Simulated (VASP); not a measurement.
Calculation: PBE GGA, VASP's PBE PAW potentials (set 64) (plane waves; VASP).

VASP ran on this input.

### KPOINTS
```
Automatic mesh
0
Gamma
6 6 6
0 0 0
```

INCAR:
```
SYSTEM = Co3As
PREC = Accurate; ENCUT = 400; LREAL = .FALSE.
LASPH = .TRUE.
EDIFF = 1E-6; NELM = 100; ALGO = Normal
LMAXMIX = 4
ISMEAR = 0; SIGMA = 0.05
GGA = PE
MAGMOM = 0.0 3*0.6
ISPIN = 2
ISIF = 2
LWAVE = .FALSE.; LCHARG = .FALSE.; LORBIT = 10
```

### POSCAR
```
Co3As
1
    0.0000000000     2.9138740000     2.9138740000
    2.9138740000     0.0000000000     2.9138740000
    2.9138740000     2.9138740000     0.0000000000
As Co
1 3
Direct
  0.0000000000   0.0000000000   0.0000000000
  0.5000000000   0.5000000000   0.5000000000
  0.2500000000   0.2500000000   0.2500000000
  0.7500000000   0.7500000000   0.7500000000
```

POTCAR, in this order: As Co (PBE.64 set). Program: vasp_std.

### Question
What does the run give for the energy per atom (σ→0), cell moment, pressure, band gap (on the k-mesh)?

### Answer

```yaml
energy per atom (σ→0): -6.386 eV/atom
cell_moment: 4.60 μB
band gap (on the k-mesh): none (metal, semimetal or under 0.01 eV)
pressure: -7.37 GPa
```

**OSZICAR**
```
...
DAV:  11    -0.255469892999E+02    0.58553E-02   -0.30445E-02  1910   0.182E+00    0.797E-01
DAV:  12    -0.255456585887E+02    0.13307E-02   -0.29273E-03  1747   0.638E-01    0.390E-01
DAV:  13    -0.255449756908E+02    0.68290E-03   -0.37743E-03  2150   0.104E+00    0.142E-01
DAV:  14    -0.255449933018E+02   -0.17611E-04   -0.38710E-04  1617   0.332E-01    0.904E-02
DAV:  15    -0.255449493107E+02    0.43991E-04   -0.84197E-05  2171   0.182E-01    0.263E-02
DAV:  16    -0.255449491834E+02    0.12728E-06   -0.20761E-05  1870   0.567E-02    0.160E-02
DAV:  17    -0.255449485098E+02    0.67360E-06   -0.41936E-06  1264   0.367E-02
   1 F= -.25544949E+02 E0= -.25543129E+02  d E =-.363969E-02  mag=     4.6026
```

The structure was generated: Co3As was put into the D03 type (Fm-3m), which need not be its known phase. The cell was not relaxed at this level. The k-mesh is coarse (spacing up to 0.31 per Å, 2π included), so the numbers may not be converged in it. The run is one of a series of settings (MAGMOM = 0.0 0.6 0.6 0.6 against the base run), some of them coarse on purpose.
